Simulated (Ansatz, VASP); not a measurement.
# ZrTiGe2: VASP beside Ansatz

One calculation is typed for both programs; each brings its own data sets and cutoff. How far apart do they land? The cell is invented: As first built, before any earlier steps moved the atoms (in the runner's words): it takes the ZrTiC2 structure with some of its atoms replaced by other elements, volume scaled by an estimate. It may not be a known or stable phase. The cell is taken from a series of VASP runs on this material, whose earlier steps may have relaxed, scaled or displaced it; both programs get it as it stands.

Method: plane waves, with VASP 6.6.1 beside it; band structure at r2SCAN, in Ansatz 0.2.0.

**1. Starting point**

Symmetry: R-3m, No. 166, trigonal system. Conventional cell: a = 3.838 Å, b = 3.838 Å, c = 17.714 Å, α = 90.00°, β = 90.00°, γ = 120.00°. Nearest to Zr lie 6 Ge at 2.72 Å. Nearest to Ge lie 3 Ti at 2.60 Å and 3 Zr at 2.72 Å. Nearest to Ti lie 6 Ge at 2.60 Å. As first built, before any earlier steps moved the atoms (in the runner's words): sites of the ZrTiC2 structure (space group 166) filled with other elements, volume scaled by an estimate. Farther neighbours are not listed.

**2. Ansatz: band structure, r2SCAN**

Ansatz runs on its default PAW (the set named soft_2) files.

A single point gives forces, pressure and levels at one fixed geometry, so differences don't come from the geometry; what else differs is listed under the comparison.

input.yaml reads:

```yaml
crystal:
  lattice:
    - [1.9187872155, 1.1078125613, 5.9046388265]
    - [-1.9187872155, 1.1078125613, 5.9046388265]
    - [0.0, -2.2156240278, 5.9046388233]
  atoms:
    - { symbol: Zr, position: [0.0, 0.0, 0.0] }
    - { symbol: Ge, position: [0.2439297209, 0.2439297209, 0.2439297209] }
    - { symbol: Ge, position: [0.7560702791, 0.7560702791, 0.7560702791] }
    - { symbol: Ti, position: [0.5, 0.5, 0.5] }
hamiltonian:
  xc: r2scan
  pseudopotentials: { kind: paw }
kpoints:
  mp_grid: { grid: [6, 6, 6] }
  band_path:
    path:
      - [0.0, 0.0, 0.0]
      - [0.13333, 0.0, 0.0]
      - [0.3, 0.0, 0.0]
      - [0.46667, 0.0, 0.0]
      - [0.5, 0.03803, -0.03803]
      - [0.5, 0.1014, -0.1014]
      - [0.5, 0.16478, -0.16478]
      - [0.76855, 0.5, 0.23145]
      - [0.66526, 0.5, 0.33474]
      - [0.56197, 0.5, 0.43803]
      - [0.46667, 0.46667, 0.46667]
      - [0.3, 0.3, 0.3]
      - [0.13333, 0.13333, 0.13333]
      - [0.0, 0.0, 0.0]
      - [0.11502, 0.0, -0.11502]
      - [0.20704, 0.0, -0.20704]
      - [0.32206, 0.0, -0.32206]
      - [0.62395, 0.37605, 0.0]
      - [0.5723, 0.4277, 0.0]
      - [0.52066, 0.47934, 0.0]
      - [0.52066, 0.52066, 0.02535]
      - [0.5723, 0.5723, 0.08873]
      - [0.62395, 0.62395, 0.15211]
      - [0.6446, 0.6446, 0.21079]
      - [0.59296, 0.59296, 0.31408]
      - [0.54132, 0.54132, 0.41737]
      - [0.5, 0.0, 0.0]
      - [0.60329, 0.11502, 0.11502]
      - [0.70658, 0.23004, 0.23004]
      - [0.80987, 0.34507, 0.34507]
    npoints: 1
scf:
  occupations: { method: fermi_dirac, width: 0.05 }
  n_extra_bands: 8
output:
  forces: true
  stress: true
  eigenvalues: true
```

Launch:

```console
> ansatz run input.yaml --threads 2 --pin off --max-ram 4608MiB --backend cpu --events-out ev --progress --plain --runs-dir out
```

Numbers of over 12 decimals in the logs are rounded to 6 here.

The program printed:

```text
basis.fft_grid_basis auto: the FFT boxes are laid along the combinations [[1, 0, -1], [0, 1, -1], [0, 0, 1]] of the cell's own vectors, 3.838, 3.838 and 6.307 Å long. The dense box has 30×30×48 points. Along the cell's own vectors, as sized, it would have 48×48×48, 2.56 times as many. Of the 12 symmetry operations that the crystal satisfies within crystal.symmetry.tolerance (time reversal apart; of a slab, those that [...]
scf.n_extra_bands = 8 over 26 filled bands (N_el = 52.0): the run solves 34 bands
Engine: ansatz 0.2.0, aarch64-unknown-linux-gnu
Pseudopotentials: kind: paw
Pseudopotential: Zr, paw, valence charge 12, recommended cutoff 500 eV (meta_gga), Zr.paw.azcp
Pseudopotential: Ge, paw, valence charge 14, recommended cutoff 500 eV (meta_gga), Ge.paw.azcp
Pseudopotential: Ti, paw, valence charge 12, recommended cutoff 500 eV (meta_gga), Ti.paw.azcp
Functional definition: r2SCAN
  parameter k0 = 0.174
  parameter k1 = 0.065
  parameter a1 = 4.9479
  exchange = r2scan_x(k0 = k0, k1 = k1, a1 = a1)
  correlation = r2scan_c
Crystal: 4 atoms, lattice volume = 75.307 Å³
Basis set: ecut = 500 eV, 1881 PW (Γ), FFT grids on a1−a3, a2−a3, a3, exchange–correlation on 120×120×192 points (64 copies of the dense FFT grid, shifted against one another)
Bands: 34, of which v1, the nominal top of the filled ones, is band 26 counted from 1 (25 counted from 0)
Symmetry: 12 space group operations
Space group: R-3m (ITA 166), of the structure as read, at distance tolerance 4.2e-5 Å
k-points: 32 of 216
Non-local potential: Zr, projectors of the file, l = 0: 3, l = 1: 2, l = 2: 2, l = 3: 2
Non-local potential: Ge, projectors of the file, l = 0: 2, l = 1: 2, l = 2: 3, l = 3: 1
Non-local potential: Ti, projectors of the file, l = 0: 3, l = 1: 2, l = 2: 3, l = 3: 1
PAW form: soft (Blöchl's): semilocal exchange-correlation on the pseudo side does not see the compensation charge
PAW frozen core: Zr, regenerated for the run's functional (the file was generated under x = pbe(κ = 0.804, μ = 0.219515), c = pbe(β = 0.066725))
PAW frozen core: Ge, regenerated for the run's functional (the file was generated under x = pbe(κ = 0.804, μ = 0.219515), c = pbe(β = 0.066725))
PAW frozen core: Ti, regenerated for the run's functional (the file was generated under x = pbe(κ = 0.804, μ = 0.219515), c = pbe(β = 0.066725))
PAW one-centre angular grid: Zr, 590 points (default); XC on 160 Gauss nodes
PAW one-centre angular grid: Ge, 590 points (default); XC on 160 Gauss nodes
PAW one-centre angular grid: Ti, 590 points (default); XC on 160 Gauss nodes
Initial density: superposition of atomic densities (neutral atoms: chi_scale 0, normalization atom), corrected by the library's trained network
Initial wavefunctions: pseudopotential atomic-orbital guess
Functional: x = r2scan, c = r2scan; τ floored in thin density (d = 2e-4 eV/Å³)
SCF iter   1: F=—  HF=-15307.948901 eV  |F-HF|=—  |Δ(HF+E_count)|=         —  Δρ=1.90e-2  dr2=4.22e-1  dr2_τ=3.06e-2  ethr=1.77e-3  ⟨swp⟩=6.0  Hψ=3849  notcnv=0  defer=2
preconditioner: auto → Kerker (q_TF=auto, 2.565 Å⁻¹)  [metal: Δε(μ)=0.062 eV  Ē_g=18.184 eV  σ=0.050 eV  W_gap=0.28  n_scr=22 (ndim 8)  ℏωp=25.7 eV  f_vac=0.000  D(μ)=1.00/eV (n_scr^D=2)]
SCF iter   2: F=—  HF=-15307.980067 eV  |F-HF|=—  |Δ(HF+E_count)|=   3.12e-2  Δρ=9.21e-3  dr2=9.82e-2  dr2_τ=9.52e-3  ethr=8.12e-4  ⟨swp⟩=3.0  Hψ=2361  notcnv=0  defer=50
SCF iter   3: F=—  HF=-15307.975455 eV  |F-HF|=—  |Δ(HF+E_count)|=   4.61e-3  Δρ=4.81e-3  dr2=2.00e-2  dr2_τ=8.74e-4  ethr=1.89e-4  ⟨swp⟩=2.1  Hψ=1307  notcnv=0  defer=50
SCF iter   4: F=—  HF=-15307.977070 eV  |F-HF|=—  |Δ(HF+E_count)|=   1.61e-3  Δρ=1.56e-3  dr2=2.09e-3  dr2_τ=1.03e-4  ethr=3.84e-5  ⟨swp⟩=2.0  Hψ=1472  notcnv=0  defer=50
SCF iter   5: F=—  HF=-15307.977194 eV  |F-HF|=—  |Δ(HF+E_count)|=   1.24e-4  Δρ=4.93e-4  dr2=1.94e-4  dr2_τ=1.14e-5  ethr=4.01e-6  ⟨swp⟩=2.0  Hψ=1638  notcnv=0  defer=50
SCF iter   6: F=—  HF=-15307.977250 eV  |F-HF|=—  |Δ(HF+E_count)|=   5.57e-5  Δρ=2.13e-4  dr2=4.34e-5  dr2_τ=1.11e-6  ethr=3.72e-7  ⟨swp⟩=2.0  Hψ=1612  notcnv=0  defer=50
SCF iter   7: F=—  HF=-15307.977280 eV  |F-HF|=—  |Δ(HF+E_count)|=   2.98e-5  Δρ=6.46e-5  dr2=3.50e-6  dr2_τ=9.02e-8  ethr=8.36e-8  ⟨swp⟩=2.0  Hψ=1352  notcnv=0  defer=49
SCF iter   8: F=—  HF=-15307.977284 eV  |F-HF|=—  |Δ(HF+E_count)|=   4.10e-6  Δρ=1.86e-5  dr2=3.77e-7  dr2_τ=8.87e-9  ethr=6.74e-9  ⟨swp⟩=3.0  Hψ=1933  notcnv=0  defer=49
SCF iter   9: F=-15307.977284 eV  HF=-15307.977284 eV  |F-HF|=1.19e-8  |Δ(HF+E_count)|=   4.77e-7  Δρ=5.13e-6  dr2=2.43e-8  dr2_τ=5.32e-10  ethr=1.92e-10  ⟨swp⟩=9.0  Hψ=4460  notcnv=0
SCF 1 converged in 9 iterations: F = -15307.977284 eV  dr2 = 2.43e-8
  greatest PAW one-centre occupation: 1.001 electrons in one spin orbital (limit 2), on the Ti atom at site 3 (counted from 0), in its partial waves of l = 1
NSCF: frozen V_eff on 30 k-points
SCF converged after 9 iterations
Free energy (F): -15307.977284 eV
Harris-Foulkes:  -15307.977284 eV  (|F-HF|=1.19e-8)
Internal energy: -15307.969597 eV  (E = F + TS)
E sigma→0 (E₀):  -15307.973440 eV
Entropy (-TS):   -0.007688 eV (-1.922 meV/atom)
Fermi energy:    12.868833 eV
--- Per-component energies (eV) ---
  E_band       = -487.332467
  E_kinetic    = 829.665460
  E_local      = -5876.694786  (includes V_loc(G=0)·N_el)
  E_nonlocal   = 925.768472
  E_hartree    = 2498.665363
  E_xc         = -389.692384
  E_vxc        = -483.586931  (∫ρ·V_xc dr)
  E_paw        = -8094.045758  (= ΣΔE_a)
  E_vpaw       = -909.221763  (= ΣTr[D̂ρ^β])
  E_aug_tail   = 0.000130  (compensation charges beyond the density's cutoff)
  E_vtau       = 29.405913  (kinetic-family band-sum trace: ∫τ·v_τ [+ j·A + Jᵃ·Aᵃ] dr)
  E_ewald      = -5199.046363
  E_core_change = -2.589730  (= ΣΔE_core)
  E_smearing   = -0.007688  (= −TS)
  E_closure    = -0.000000  (closes the sum)
  Σ components = -15307.977284   (vs F -15307.977284, Δ=0.00e0)
--- Forces (eV/Å), atoms counted from 1 ---
  atom   1  Zr    -0.00000000     0.00000000    -0.00000000
  atom   2  Ge    -0.00000000    -0.00000000    -0.00765356
  atom   3  Ge     0.00000000     0.00000000     0.00765356
  atom   4  Ti    -0.00000000     0.00000000     0.00000000
  max |Σ_I F_I| component: 2.31e-18 eV/Å
--- Stress (GPa, compression-positive) ---
       -0.270206       0.000000      -0.000000
        0.000000      -0.270206       0.000000
       -0.000000       0.000000       0.620154
  P = ⅓ Tr σ = 0.0266 GPa (0.266 kbar)
--- Band table (eV; the first three rows and the last of 32) ---
  k-point 0: bands = [... 22 lower, 10.3074, 12.8711, 12.8711, 13.3428, 13.4694, 13.4694, 15.0102, 15.0102, ... 4 higher]
  k-point 1: bands = [... 22 lower, 10.4786, 11.7189, 12.2785, 12.3792, 13.3680, 13.6074, 14.6806, 14.7511, ... 4 higher]
  k-point 2: bands = [... 22 lower, 9.9299, 10.8124, 11.1701, 11.6514, 13.5558, 14.0786, 14.3926, 14.9471, ... 4 higher]
  k-point 31: bands = [... 22 lower, 11.2174, 11.2174, 11.4360, 11.4360, 13.4885, 13.4885, 14.0837, 14.0837, ... 4 higher]
```

Run time: 9.3 s. Hardware: 2 threads of Arm Neoverse V2, shared host; peak memory 0.6 GiB.

In the SCF lines HF is the Harris–Foulkes energy and dr2 the Hartree energy of the density residual, in eV; the loop may stop once dr2 is under the threshold and the program's other checks hold. Hψ counts applications of the Hamiltonian.

(Continued in part 2 of 2.)

[Lines on the potential files, build, host, timing and source positions are cut from VASP's logs without a mark.]

[Logs are printed without paths, hosts, clocks, repeated set-up lines and the standing remarks that a program may print on its own settings, such as how far it seeks lower states.]

[Hosts, paths, dates, database ids (printed as entryN), source tags and the programs' standing remarks are cut or masked in the printed files.]
